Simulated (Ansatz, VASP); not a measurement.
# Cross-check of Si (amorphous silicon) between VASP and Ansatz

Wanted: the spread between two codes on one cell, functional and k mesh. The structure shown is the start of the Ansatz relaxation below; VASP solves that cell, so the two are compared at the walk's first step. Other levels of theory on this material are compared in a session of their own.

Calculated with Ansatz 0.2.0; plane waves, with VASP 6.6.1 beside it; single point at LDA and single point at PBEsol.

## (1) The starting structure

The cell holds 76 atoms: 76 Si. Cell: a = 11.777 Å, b = 11.554 Å, c = 11.412 Å, α = 90.0°, β = 90.0°, γ = 90.0°. As first built, before any earlier steps moved the atoms (in the runner's words): 76 atoms (76 Si) placed at random at 2.26 g/cm^3, melted at 3000 K for 8 ps at fixed volume with the modified Tersoff potential (Kumagai, Izumi, Hara and Sakai, Comput. Mater. Sci. 39, 457 (2007)). Quenched from 3000 K to 300 K at 60 K/ps and fixed volume, held 5 ps.

## (2) Ansatz: relaxation, LDA

Ansatz runs on its default PAW (the set named soft_2) files.

The two programs are compared at the cell with which this relaxation starts, whose forces are those of its first step.

Input file input.yaml:

```yaml
crystal:
  lattice:
    - [11.77698, 0.0, 0.0]
    - [0.0, 11.55448, 0.0]
    - [0.0, 0.0, 11.41188]
  atoms:
    - { symbol: Si, position: [0.19957, 0.72792, 0.53804] }
    - { symbol: Si, position: [0.70211, 0.65786, 0.5055] }
    - { symbol: Si, position: [0.59267, 0.81165, 0.41958] }
    - { symbol: Si, position: [0.46711, 0.45843, 0.05974] }
    - { symbol: Si, position: [0.53393, 0.05069, 0.70646] }
    - { symbol: Si, position: [0.11293, 0.31568, 0.31881] }
    - { symbol: Si, position: [0.18544, 0.2055, 0.15898] }
    - { symbol: Si, position: [0.26808, 0.32324, 0.45483] }
    - { symbol: Si, position: [0.60291, 0.23946, 0.6481] }
    - { symbol: Si, position: [0.79667, 0.40522, 0.07272] }
    - { symbol: Si, position: [0.90956, 0.80238, 0.9454] }
    - { symbol: Si, position: [0.3568, 0.0935, 0.79252] }
    - { symbol: Si, position: [0.49397, 0.7143, 0.25565] }
    - { symbol: Si, position: [0.805, 0.84784, 0.7682] }
    - { symbol: Si, position: [0.9033, 0.29237, 0.81368] }
    - { symbol: Si, position: [0.711, 0.2166, 0.11852] }
    - { symbol: Si, position: [0.12393, 0.47594, 0.9748] }
    - { symbol: Si, position: [0.10533, 0.85301, 0.66797] }
    - { symbol: Si, position: [0.36385, 0.77049, 0.86665] }
    - { symbol: Si, position: [0.88614, 0.74337, 0.46544] }
    - { symbol: Si, position: [0.46754, 0.56817, 0.57965] }
    - { symbol: Si, position: [0.06725, 0.1663, 0.68148] }
    - { symbol: Si, position: [0.4332, 0.98777, 0.1202] }
    - { symbol: Si, position: [0.64879, 0.53137, 0.02191] }
    - { symbol: Si, position: [0.17736, 0.34328, 0.64165] }
    - { symbol: Si, position: [0.22937, 0.86597, 0.38708] }
    - { symbol: Si, position: [0.71445, 0.94472, 0.31269] }
    - { symbol: Si, position: [0.62615, 0.73243, 0.09781] }
    - { symbol: Si, position: [0.07105, 0.73563, 0.83207] }
    - { symbol: Si, position: [0.62988, 0.93897, 0.12832] }
    - { symbol: Si, position: [0.069, 0.89089, 0.26422] }
    - { symbol: Si, position: [0.39896, 0.47355, 0.40524] }
    - { symbol: Si, position: [0.17807, 0.57983, 0.14725] }
    - { symbol: Si, position: [0.53134, 0.43465, 0.72382] }
    - { symbol: Si, position: [0.17418, 0.78412, 0.12346] }
    - { symbol: Si, position: [0.31258, 0.00859, 0.49671] }
    - { symbol: Si, position: [0.91988, 0.89981, 0.6021] }
    - { symbol: Si, position: [0.37056, 0.55344, 0.21806] }
    - { symbol: Si, position: [0.87931, 0.83133, 0.28135] }
    - { symbol: Si, position: [0.1389, 0.90285, 0.95962] }
    - { symbol: Si, position: [0.34225, 0.839, 0.21915] }
    - { symbol: Si, position: [0.55961, 0.75968, 0.89763] }
    - { symbol: Si, position: [0.39308, 0.168, 0.4065] }
    - { symbol: Si, position: [0.57263, 0.39022, 0.33952] }
    - { symbol: Si, position: [0.04345, 0.61496, 0.46817] }
    - { symbol: Si, position: [0.80007, 0.24398, 0.64554] }
    - { symbol: Si, position: [0.37837, 0.16336, 0.2019] }
    - { symbol: Si, position: [0.47397, 0.90745, 0.56065] }
    - { symbol: Si, position: [0.76722, 0.66123, 0.7008] }
    - { symbol: Si, position: [0.38659, 0.74702, 0.65721] }
    - { symbol: Si, position: [0.02715, 0.07761, 0.19382] }
    - { symbol: Si, position: [0.86379, 0.52964, 0.21851] }
    - { symbol: Si, position: [0.74392, 0.49312, 0.38556] }
    - { symbol: Si, position: [0.94349, 0.58415, 0.75455] }
    - { symbol: Si, position: [0.94915, 0.99846, 0.01118] }
    - { symbol: Si, position: [0.28642, 0.28314, 0.81861] }
    - { symbol: Si, position: [0.26829, 0.55478, 0.64338] }
    - { symbol: Si, position: [0.52786, 0.29479, 0.15752] }
    - { symbol: Si, position: [0.82681, 0.71111, 0.12021] }
    - { symbol: Si, position: [0.01391, 0.46469, 0.60202] }
    - { symbol: Si, position: [0.92773, 0.46385, 0.91956] }
    - { symbol: Si, position: [0.58598, 0.21741, 0.4433] }
    - { symbol: Si, position: [0.33108, 0.96049, 0.94488] }
    - { symbol: Si, position: [0.91928, 0.10135, 0.55781] }
    - { symbol: Si, position: [0.15357, 0.27148, 0.96826] }
    - { symbol: Si, position: [0.21103, 0.02628, 0.67219] }
    - { symbol: Si, position: [0.01493, 0.14933, 0.88417] }
    - { symbol: Si, position: [0.23857, 0.60197, 0.84793] }
    - { symbol: Si, position: [0.74434, 0.14813, 0.32155] }
    - { symbol: Si, position: [0.39022, 0.44608, 0.86908] }
    - { symbol: Si, position: [0.05258, 0.51192, 0.28879] }
    - { symbol: Si, position: [0.74372, 0.0461, 0.00229] }
    - { symbol: Si, position: [0.86911, 0.36516, 0.49353] }
    - { symbol: Si, position: [0.63747, 0.57812, 0.8238] }
    - { symbol: Si, position: [0.64644, 0.94732, 0.84329] }
    - { symbol: Si, position: [0.94033, 0.19825, 0.37265] }
kpoints:
  mp_grid: { grid: [1, 1, 1] }
hamiltonian:
  xc: lda
scf:
  occupations: { method: fermi_dirac, width: 0.05 }
output:
  forces: true
  stress: true
relax:
  f_tol: 0.04
  max_steps: 60
  cell: { stress_tol: 0.1, fix: [alpha, beta, gamma] }
```

Command:

```
$ ansatz run input.yaml --threads 8 --pin off --max-ram 15360MiB --backend cpu --events-out ev --progress --plain --runs-dir out
```

Numbers of over 12 decimals in the logs are rounded to 6 here.

Output:

```text
The last accepted step is kept in <dir> (removed where the run ends without a failure and the disk answers)
Engine: ansatz 0.2.0, aarch64-unknown-linux-gnu
Pseudopotentials: kind: paw
Pseudopotential: Si, paw, valence charge 4, recommended cutoff 420 eV (normal), Si.paw.azcp
Functional definition: SPW92
  exchange = slater_x
  correlation = pw_c
Crystal: 76 atoms, lattice volume = 1552.893 Å³
Basis set: ecut = 420 eV, 30335 PW (Γ)
Bands: 228, of which v1, the nominal top of the filled ones, is band 152 counted from 1 (151 counted from 0)
Symmetry: 1 space group operations
Space group: P1 (ITA 1), of the structure as read, at distance tolerance 1.2e-4 Å
k-points: 1
Non-local potential: Si, projectors of the file, l = 0: 2, l = 1: 2, l = 2: 2
PAW form: soft (Blöchl's): semilocal exchange-correlation on the pseudo side does not see the compensation charge
PAW frozen core: Si, regenerated for the run's functional, and the local potential with it (the file was generated under x = pbe(κ = 0.804, μ = 0.219515), c = pbe(β = 0.066725))
PAW one-centre angular grid: Si, 110 points (default); XC on 64 Gauss nodes
Initial density: superposition of atomic densities (neutral atoms: chi_scale 0, normalization atom), corrected by the library's trained network
Initial wavefunctions: pseudopotential atomic-orbital guess
Functional: x = slater, c = lda
SCF iter   1: F=—  HF=-46238.968401 eV  |F-HF|=—  |Δ(HF+E_count)|=         —  Δρ=4.94e-3  dr2=6.65e-1  ethr=1.77e-3  ⟨swp⟩=6.0  Hψ=1059  notcnv=0  defer=38
preconditioner: auto → Resta (q_TF=auto, 2.079 Å⁻¹)  ε∞=5.8  [insulator: Δε(μ)=0.243 eV  Ē_g=7.485 eV  σ=0.050 eV  W_gap=0.84  n_scr=250 (ndim 8)  ℏωp=16.4 eV  f_vac=0.003  D(μ)=6.92/eV (n_scr^D=18)  ε∞_Penn≈5.8]
SCF iter   2: F=—  HF=-46238.853137 eV  |F-HF|=—  |Δ(HF+E_count)|=   1.15e-1  Δρ=2.61e-3  dr2=1.18e-1  ethr=2.19e-4  ⟨swp⟩=1.0  Hψ=263  notcnv=0  defer=45
SCF iter   3: F=—  HF=-46238.827541 eV  |F-HF|=—  |Δ(HF+E_count)|=   2.56e-2  Δρ=9.98e-4  dr2=3.19e-2  ethr=3.87e-5  ⟨swp⟩=3.0  Hψ=355  notcnv=0  defer=45
SCF iter   4: F=—  HF=-46238.823002 eV  |F-HF|=—  |Δ(HF+E_count)|=   4.54e-3  Δρ=2.17e-4  dr2=3.13e-3  ethr=1.05e-5  ⟨swp⟩=3.0  Hψ=299  notcnv=0  defer=45
SCF iter   5: F=—  HF=-46238.822774 eV  |F-HF|=—  |Δ(HF+E_count)|=   2.28e-4  Δρ=8.35e-5  dr2=4.49e-4  ethr=1.03e-6  ⟨swp⟩=2.0  Hψ=236  notcnv=0  defer=45
SCF iter   6: F=—  HF=-46238.822769 eV  |F-HF|=—  |Δ(HF+E_count)|=   5.02e-6  Δρ=3.37e-5  dr2=7.23e-5  ethr=1.48e-7  ⟨swp⟩=2.0  Hψ=239  notcnv=0  defer=45
SCF iter   7: F=—  HF=-46238.822925 eV  |F-HF|=—  |Δ(HF+E_count)|=   1.56e-4  Δρ=1.25e-5  dr2=1.13e-5  ethr=2.38e-8  ⟨swp⟩=1.0  Hψ=228  notcnv=0  defer=54
SCF iter   8: F=—  HF=-46238.822925 eV  |F-HF|=—  |Δ(HF+E_count)|=   2.66e-8  Δρ=5.26e-6  dr2=2.58e-6  ethr=3.72e-9  ⟨swp⟩=2.0  Hψ=237  notcnv=0  defer=54
SCF iter   9: F=—  HF=-46238.822925 eV  |F-HF|=—  |Δ(HF+E_count)|=   5.33e-8  Δρ=2.04e-6  dr2=2.79e-7  ethr=8.50e-10  ⟨swp⟩=2.0  Hψ=214  notcnv=0  defer=54
SCF iter  10: F=-46238.822925 eV  HF=-46238.822925 eV  |F-HF|=3.98e-8  |Δ(HF+E_count)|=   3.26e-9  Δρ=8.73e-7  dr2=6.30e-8  ethr=3.29e-11  ⟨swp⟩=4.0  Hψ=672  notcnv=0
SCF 1 converged in 10 iterations: F = -46238.822925 eV  dr2 = 6.30e-8
  greatest PAW one-centre occupation: 0.689 electrons in one spin orbital (limit 2), on the Si atom at site 39 (counted from 0), in its partial waves of l = 0
relax step   1: F+E_penalty+E_count = -46238.82292512 eV  Δ(F+E_penalty+E_count) = +0.000e0 eV  max|allowed force component| = 1.044e-1 eV/Å  Δτ_max = 0.0000 Å  P = -3.213 GPa  Ω = 1552.893 Å³  fix = [alpha, beta, gamma]  reactions: alpha +1.113, beta -0.417, gamma +0.585 GPa/rad  (10 SCF iters, dr2 threshold 1.00e-7 eV, accepted)
Crystal: 76 atoms, lattice volume = 1497.278 Å³
Basis set: ecut = 420 eV, 29233 PW (Γ)
Initial density: handed on by an earlier stage of this run
Initial wavefunctions: those handed on with the density
iter 1 solved again at ethr=3.81e-5 eV; its pass at ethr=3.10e-3 eV (dr2=1.16e-1 eV) is discarded
SCF iter   1: F=—  HF=-46239.517470 eV  |F-HF|=—  |Δ(HF+E_count)|=         —  Δρ=2.31e-3  dr2=1.18e-1  ethr=3.81e-5  ⟨swp⟩=4.0  Hψ=1038  notcnv=0
preconditioner: auto → Resta (q_TF=auto, 2.092 Å⁻¹)  ε∞=5.8  [insulator: Δε(μ)=0.216 eV  Ē_g=7.612 eV  σ=0.050 eV  W_gap=0.79  n_scr=250 (ndim 8)  ℏωp=16.7 eV  f_vac=0.002  D(μ)=9.09/eV (n_scr^D=26)  ε∞_Penn≈5.8]
SCF iter   2: F=—  HF=-46239.487599 eV  |F-HF|=—  |Δ(HF+E_count)|=   2.99e-2  Δρ=1.28e-3  dr2=3.57e-2  ethr=3.81e-5  ⟨swp⟩=1.0  Hψ=228  notcnv=0
SCF iter   3: F=—  HF=-46239.476776 eV  |F-HF|=—  |Δ(HF+E_count)|=   1.08e-2  Δρ=2.80e-4  dr2=8.96e-3  ethr=1.17e-5  ⟨swp⟩=3.0  Hψ=392  notcnv=0
SCF iter   4: F=—  HF=-46239.475992 eV  |F-HF|=—  |Δ(HF+E_count)|=   7.84e-4  Δρ=1.28e-4  dr2=4.83e-4  ethr=2.95e-6  ⟨swp⟩=2.0  Hψ=230  notcnv=0
[...]
atom  43  Si     0.00692349    -0.00153319    -0.00104523
  atom  44  Si     0.00470627     0.00192440     0.00096518
  atom  45  Si    -0.00052916    -0.00339685     0.01026878
  atom  46  Si     0.00096108    -0.00145113     0.00465776
  atom  47  Si    -0.00557695     0.00402081     0.00218855
  atom  48  Si     0.00504446     0.00287579    -0.00165902
  atom  49  Si     0.00057444     0.00813379     0.00256310
  atom  50  Si    -0.01176806     0.00103972    -0.00341863
  atom  51  Si     0.00205106     0.00547587     0.00678318
  atom  52  Si    -0.00164195     0.00189742     0.00673594
  atom  53  Si     0.00269064    -0.00225603    -0.00208648
  atom  54  Si     0.00345491     0.00286682    -0.00634608
  atom  55  Si    -0.01939798    -0.00545273     0.01444280
  atom  56  Si     0.00005665    -0.00236009     0.00236043
  atom  57  Si     0.00639289     0.00230570    -0.00322031
  atom  58  Si     0.00000975    -0.00244597    -0.00095066
  atom  59  Si    -0.00858202    -0.00766430    -0.01155551
  atom  60  Si     0.00016470    -0.00075852    -0.00855366
  atom  61  Si     0.00098713    -0.00263772     0.00542065
  atom  62  Si     0.00264766    -0.00766622    -0.00131657
  atom  63  Si     0.00558816     0.00686535     0.00820651
  atom  64  Si    -0.00553820     0.00556631    -0.00018614
  atom  65  Si     0.00197457    -0.00355552     0.00258676
  atom  66  Si    -0.00983921     0.00225116     0.00550672
  atom  67  Si     0.03202204    -0.02023051    -0.01324719
  atom  68  Si    -0.01448911    -0.00041601    -0.00123187
  atom  69  Si    -0.00073000     0.00820809     0.00789111
  atom  70  Si     0.00143807     0.00564191     0.00168949
  atom  71  Si    -0.00158307    -0.00012895    -0.00137955
  atom  72  Si     0.00431355     0.00401435    -0.00547631
  atom  73  Si     0.00382509    -0.00538681     0.00130870
  atom  74  Si     0.00263354    -0.00895564    -0.00143122
  atom  75  Si    -0.00307453    -0.00013464    -0.00361319
  atom  76  Si    -0.01522754    -0.00126208     0.00344069
  max |Σ_I F_I| component: 6.76e-5 eV/Å
--- Stress (GPa, compression-positive) ---
       -0.028834      -0.452861       0.210906
       -0.452861      -0.015225      -0.849131
        0.210906      -0.849131      -0.027122
  P = ⅓ Tr σ = -0.0237 GPa (-0.237 kbar)
--- Relaxed structure (13 steps of the walk, 11 accepted, 1 SCFs on fresh bases) ---
  F+E_penalty+E_count = -46239.62643793 eV   max|allowed force component| = 3.660e-2 eV/Å   (the final SCF, on the basis selected at the relaxed cell)
  cell:  # Å, volume = 1479.1214 Å³
    - [11.689824, 0, 0]
    - [0, 11.263452, 0]
    - [0, 0, 11.233739]
  atoms:
    - { symbol: Si, position: [0.199623, 0.729210, 0.539699] }
    - { symbol: Si, position: [0.692521, 0.655977, 0.510805] }
    - { symbol: Si, position: [0.588874, 0.813215, 0.419596] }
    - { symbol: Si, position: [0.468539, 0.466515, 0.054988] }
    - { symbol: Si, position: [0.537526, 0.051495, 0.698138] }
    - { symbol: Si, position: [0.116534, 0.318187, 0.321755] }
    - { symbol: Si, position: [0.184602, 0.205893, 0.160791] }
    - { symbol: Si, position: [0.274223, 0.331928, 0.451741] }
    - { symbol: Si, position: [0.607599, 0.242332, 0.647435] }
    - { symbol: Si, position: [0.800299, 0.399775, 0.073017] }
    - { symbol: Si, position: [0.911717, 0.806844, 0.950447] }
    - { symbol: Si, position: [0.364283, 0.093857, 0.788309] }
    - { symbol: Si, position: [0.493082, 0.713926, 0.256613] }
    - { symbol: Si, position: [0.808269, 0.849741, 0.772639] }
    - { symbol: Si, position: [0.923141, 0.260794, 0.811530] }
    - { symbol: Si, position: [0.703496, 0.219031, 0.121802] }
    - { symbol: Si, position: [0.125899, 0.464966, 0.972050] }
    - { symbol: Si, position: [0.103671, 0.850967, 0.674414] }
    - { symbol: Si, position: [0.362264, 0.766919, 0.874946] }
    - { symbol: Si, position: [0.883387, 0.737785, 0.467863] }
    - { symbol: Si, position: [0.476871, 0.575711, 0.579307] }
    - { symbol: Si, position: [0.063016, 0.175083, 0.673319] }
    - { symbol: Si, position: [0.432308, 0.990168, 0.125658] }
    - { symbol: Si, position: [0.654891, 0.530377, 0.020690] }
[...]
- { symbol: Si, position: [0.741825, 0.151373, 0.322903] }
    - { symbol: Si, position: [0.390075, 0.449266, 0.866051] }
    - { symbol: Si, position: [0.054423, 0.514810, 0.286724] }
    - { symbol: Si, position: [0.728136, 0.051794, 0.000967889] }
    - { symbol: Si, position: [0.868988, 0.364558, 0.492709] }
    - { symbol: Si, position: [0.639873, 0.576190, 0.822545] }
    - { symbol: Si, position: [0.642755, 0.945280, 0.839835] }
    - { symbol: Si, position: [0.940852, 0.203003, 0.368030] }
```

In the SCF lines HF is the Harris–Foulkes energy and dr2 the Hartree energy of the density residual, in eV; the loop may stop once dr2 is under the threshold and the program's other checks hold. Hψ counts applications of the Hamiltonian.

## (3) VASP: single point, LDA, start cell

The same cell, functional (in two slightly different forms), mesh and smearing now go to VASP, with its own data sets.

Lines of VASP's logs that name or quote its potential files are left out, and so is its time.

Input file INCAR:

```
SYSTEM = Si
PREC = Accurate
ENCUT = 400
EDIFF = 1E-06
NELM = 120
ISMEAR = -1
SIGMA = 0.05
LREAL = Auto
ALGO = Normal
GGA = CA
NBANDS = 208
LORBIT = 11
LWAVE = .FALSE.
LCHARG = .FALSE.
ISIF = 2
LASPH = .TRUE.
GGA_COMPAT = .FALSE.
EFERMI = MIDGAP
NCORE = 2
```

Input file POSCAR:

```
Si
1.0
   11.7769800000      0.0000000000      0.0000000000
    0.0000000000     11.5544800000      0.0000000000
    0.0000000000      0.0000000000     11.4118800000
Si
76
Direct
    0.1995672914      0.7279167907      0.5380358013
    0.7021069918      0.6578573852      0.5054995321
    0.5926731641      0.8116505459      0.4195802970
    0.4671061681      0.4584282460      0.0597359944
    0.5339314493      0.0506902950      0.7064567801
    0.1129321779      0.3156784208      0.3188081193
    0.1854380325      0.2054960500      0.1589834453
    0.2680823097      0.3232425864      0.4548330336
    0.6029134804      0.2394569033      0.6480965450
    0.7966728312      0.4052194473      0.0727224612
    0.9095625534      0.8023814140      0.9454007578
    0.3567977529      0.0934962023      0.7925162199
    0.4939721389      0.7143030236      0.2556458708
    0.8050026407      0.8478442994      0.7681994553
    0.9032960912      0.2923714438      0.8136783773
    0.7109972166      0.2165999682      0.1185168439
    0.1239282057      0.4759366064      0.9747999453
    0.1053326065      0.8530111264      0.6679705710
    0.3638538912      0.7704890224      0.8666494916
    0.8861439860      0.7433739987      0.4654360193
    0.4675392163      0.5681692296      0.5796503293
    0.0672498382      0.1662991325      0.6814828056
    0.4332010414      0.9877727081      0.1201993011
    0.6487911162      0.5313696506      0.0219069952
    0.1773629572      0.3432781051      0.6416471256
    0.2293711970      0.8659671400      0.3870790790
    0.7144531111      0.9447158159      0.3126916862
    0.6261537338      0.7324258643      0.0978103520
    0.0710538695      0.7356280854      0.8320714904
    0.6298813448      0.9389691271      0.1283224149
    0.0689990133      0.8908925369      0.2642158873
    0.3989562689      0.4735479225      0.4052443594
    0.1780677219      0.5798270454      0.1472500587
    0.5313416513      0.4346539178      0.7238158831
    0.1741787793      0.7841200989      0.1234590620
    0.3125758896      0.0085940691      0.4967104456
    0.9198792899      0.8998068282      0.6021006180
    0.3705618928      0.5534390124      0.2180622299
    0.8793086173      0.8313312239      0.2813471575
    0.1388980876      0.9028532656      0.9596227791
    0.3422524280      0.8389992453      0.2191488168
    0.5596086603      0.7596793625      0.8976259827
    0.3930803992      0.1680040988      0.4064974395
    0.5726340709      0.3902209359      0.3395233739
    0.0434491695      0.6149562767      0.4681700123
    0.8000692877      0.2439832861      0.6455378080
    0.3783737427      0.1633565509      0.2019036303
    0.4739670102      0.9074488856      0.5606525831
    0.7672170624      0.6612326994      0.7007960126
    0.3865931673      0.7470176070      0.6572098550
    0.0271461784      0.0776062618      0.1938243304
    0.8637868112      0.5296387202      0.2185091326
    0.7439173710      0.4931160900      0.3855631149
    0.9434931536      0.5841457166      0.7545470159
    0.9491482536      0.9984612029      0.0111813303
    0.2864231747      0.2831369304      0.8186118326
    0.2682860971      0.5547804834      0.6433821596
    0.5278602834      0.2947860916      0.1575200580
    0.8268078913      0.7111094571      0.1202080639
    0.0139084893      0.4646942138      0.6020217528
    0.9277335955      0.4638460580      0.9195592663
    0.5859821448      0.2174135054      0.4433011914
    0.3310780862      0.9604932459      0.9448837527
    0.9192764189      0.1013459714      0.5578134365
    0.1535707796      0.2714791146      0.9682628980
    0.2110303321      0.0262841772      0.6721942397
    0.0149274262      0.1493273605      0.8841663249
    0.2385671029      0.6019656445      0.8479321549
    0.7443419281      0.1481330185      0.3215508751
    0.3902188846      0.4460780580      0.8690767866
    0.0525771463      0.5119226482      0.2887867731
    0.7437220748      0.0461033296      0.0022870903
    0.8691107567      0.3651570646      0.4935295499
    0.6374724250      0.5781220791      0.8237994090
    0.6464390701      0.9473208660      0.8432878719
    0.9403259579      0.1982521065      0.3726467506
```

Input file KPOINTS:

```
Automatic mesh
0
Gamma
1 1 1
0 0 0
```

Potentials, in the order of the species: Si (LDA family, release 64).

Command:

```
$ mpirun -np 8 vasp_gam
```

Output:

```text
[banner, memory and clock lines left out]
running    8 mpi-ranks, on    1 nodes
[...]
LDA part: xc-table for (Slater(with rela. corr.)+CA(PZ))
 , standard interpolation
 POSCAR, INCAR and KPOINTS ok, starting setup
[...]
entering main loop
       N       E                     dE             d eps       ncg     rms          rms(c)
DAV:   1     0.125036437408E+04    0.12504E+04   -0.11211E+05   416   0.104E+03
DAV:   2    -0.284610785245E+03   -0.15350E+04   -0.14363E+04   536   0.194E+02
DAV:   3    -0.439015044544E+03   -0.15440E+03   -0.14989E+03   512   0.557E+01
DAV:   4    -0.444105428389E+03   -0.50904E+01   -0.50352E+01   512   0.123E+01
[...]
DAV:  13    -0.434497478612E+03   -0.55464E-04   -0.14415E-04   488   0.196E-02    0.291E-02
DAV:  14    -0.434497480360E+03   -0.17480E-05   -0.30019E-05   488   0.108E-02    0.180E-02
DAV:  15    -0.434497480742E+03   -0.38294E-06   -0.75528E-06   496   0.408E-03
   1 F= -.43449748E+03 E0= -.43445263E+03  d E =-.896963E-01
```

From OUTCAR (step 3):

```text
  FREE ENERGIE OF THE ION-ELECTRON SYSTEM (eV)
  ---------------------------------------------------
  free  energy   TOTEN  =      -434.4974807425 eV

  energy  without entropy=     -434.4077844462  energy(sigma->0) =     -434.45263259
```

The run ends at a pressure of -3.19 GPa, with forces up to 0.11 eV/Å.

[end of part 1 of 2]

[Lines on the potential files, build, host, timing and source positions are cut from VASP's logs without a mark.]

[Logs are printed without paths, hosts, clocks, repeated set-up lines and the standing remarks that a program may print on its own settings, such as how far it seeks lower states.]

[Hosts, paths, dates, database ids (printed as entryN), source tags and the programs' standing remarks are cut or masked in the printed files.]
